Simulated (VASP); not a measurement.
A convergence study with VASP on K (bcc): a few settings are varied, all else stays as given below, so the limit is that of these other settings.

```yaml
crystal:
  lattice:
    - [-2.64000, 2.64000, 2.64000]
    - [2.64000, -2.64000, 2.64000]
    - [2.64000, 2.64000, -2.64000]
  atoms:
    - { symbol: K, position: [0.00000, 0.00000, 0.00000] }
```

These are PBE GGA, VASP's PBE PAW potentials (set 64) (plane waves; VASP) values and carry that method's errors. The last row used: 550 eV cut-off, 17×17×17 Γ-centred mesh, second-order Methfessel-Paxton smearing of 0.40 eV, potentials K_sv.

```json
[
 {"setting": "ISMEAR = -1, SIGMA = 0.01, 5×5×5 mesh", "E (eV/atom)": "-1.0426", "pressure (GPa)": "0.00", "irreducible k-points": "10"},
 {"setting": "ISMEAR = -1, SIGMA = 0.1, 5×5×5 mesh", "E (eV/atom)": "-1.0520", "pressure (GPa)": "0.00", "irreducible k-points": "10"},
 {"setting": "ISMEAR = 0, SIGMA = 0.01, 5×5×5 mesh", "E (eV/atom)": "-1.0419", "pressure (GPa)": "0.00", "irreducible k-points": "10"},
 {"setting": "ISMEAR = 0, SIGMA = 0.1, 5×5×5 mesh", "E (eV/atom)": "-1.0462", "pressure (GPa)": "0.00", "irreducible k-points": "10"},
 {"setting": "ISMEAR = 1, SIGMA = 0.01, 5×5×5 mesh", "E (eV/atom)": "-1.0417", "pressure (GPa)": "0.00", "irreducible k-points": "10"},
 {"setting": "ISMEAR = 1, SIGMA = 0.2, 5×5×5 mesh", "E (eV/atom)": "…", "pressure (GPa)": "-0.01", "irreducible k-points": "10"},
 {"setting": "ISMEAR = 2, SIGMA = 0.05, 5×5×5 mesh", "E (eV/atom)": "-1.0427", "pressure (GPa)": "0.00", "irreducible k-points": "10"},
 {"setting": "ISMEAR = 2, SIGMA = 0.2, 5×5×5 mesh", "E (eV/atom)": "…", "pressure (GPa)": "0.00", "irreducible k-points": "10"},
 {"setting": "ISMEAR = -1, SIGMA = 0.01, 11×11×11 mesh", "E (eV/atom)": "-1.0490", "pressure (GPa)": "-0.01", "irreducible k-points": "56"},
 {"setting": "ISMEAR = -1, SIGMA = 0.2, 11×11×11 mesh", "E (eV/atom)": "-1.0474", "pressure (GPa)": "0.05", "irreducible k-points": "56"},
 {"setting": "ISMEAR = 0, SIGMA = 0.01, 11×11×11 mesh", "E (eV/atom)": "-1.0489", "pressure (GPa)": "-0.01", "irreducible k-points": "56"},
 {"setting": "ISMEAR = 0, SIGMA = 0.2, 11×11×11 mesh", "E (eV/atom)": "-1.0485", "pressure (GPa)": "0.00", "irreducible k-points": "56"},
 {"setting": "ISMEAR = 1, SIGMA = 0.01, 11×11×11 mesh", "E (eV/atom)": "-1.0489", "pressure (GPa)": "-0.01", "irreducible k-points": "56"},
 {"setting": "ISMEAR = 1, SIGMA = 0.4, 11×11×11 mesh", "E (eV/atom)": "-1.0476", "pressure (GPa)": "0.00", "irreducible k-points": "56"},
 {"setting": "ISMEAR = 2, SIGMA = 0.05, 11×11×11 mesh", "E (eV/atom)": "-1.0490", "pressure (GPa)": "-0.01", "irreducible k-points": "56"},
 {"setting": "ISMEAR = 2, SIGMA = 0.4, 11×11×11 mesh", "E (eV/atom)": "-1.0480", "pressure (GPa)": "-0.01", "irreducible k-points": "56"},
 {"setting": "ISMEAR = -1, SIGMA = 0.05, 17×17×17 mesh", "E (eV/atom)": "-1.0471", "pressure (GPa)": "0.00", "irreducible k-points": "165"},
 {"setting": "ISMEAR = -1, SIGMA = 0.2, 17×17×17 mesh", "E (eV/atom)": "-1.0473", "pressure (GPa)": "0.05", "irreducible k-points": "165"},
 {"setting": "ISMEAR = 0, SIGMA = 0.05, 17×17×17 mesh", "E (eV/atom)": "-1.0470", "pressure (GPa)": "0.00", "irreducible k-points": "165"},
 {"setting": "ISMEAR = 0, SIGMA = 0.2, 17×17×17 mesh", "E (eV/atom)": "-1.0472", "pressure (GPa)": "0.00", "irreducible k-points": "165"},
 {"setting": "ISMEAR = 1, SIGMA = 0.05, 17×17×17 mesh", "E (eV/atom)": "-1.0470", "pressure (GPa)": "0.00", "irreducible k-points": "165"},
 {"setting": "ISMEAR = 1, SIGMA = 0.4, 17×17×17 mesh", "E (eV/atom)": "-1.0473", "pressure (GPa)": "0.00", "irreducible k-points": "165"},
 {"setting": "ISMEAR = 2, SIGMA = 0.1, 17×17×17 mesh", "E (eV/atom)": "-1.0470", "pressure (GPa)": "0.00", "irreducible k-points": "165"},
 {"setting": "ISMEAR = 2, SIGMA = 0.4, 17×17×17 mesh", "E (eV/atom)": "-1.0472", "pressure (GPa)": "0.00", "irreducible k-points": "165"}
]
```

Task: Complete the blanks.

Result: 
- ISMEAR = 2, SIGMA = 0.2, 5×5×5 mesh, E (eV/atom): -1.0465
- ISMEAR = 1, SIGMA = 0.2, 5×5×5 mesh, E (eV/atom): -1.0478

Left out are rungs that failed or repeat a setting and relaxations that didn't move; long series are thinned to 24 rows.

The compound is K in the bcc structure. The cell was not relaxed at this level.
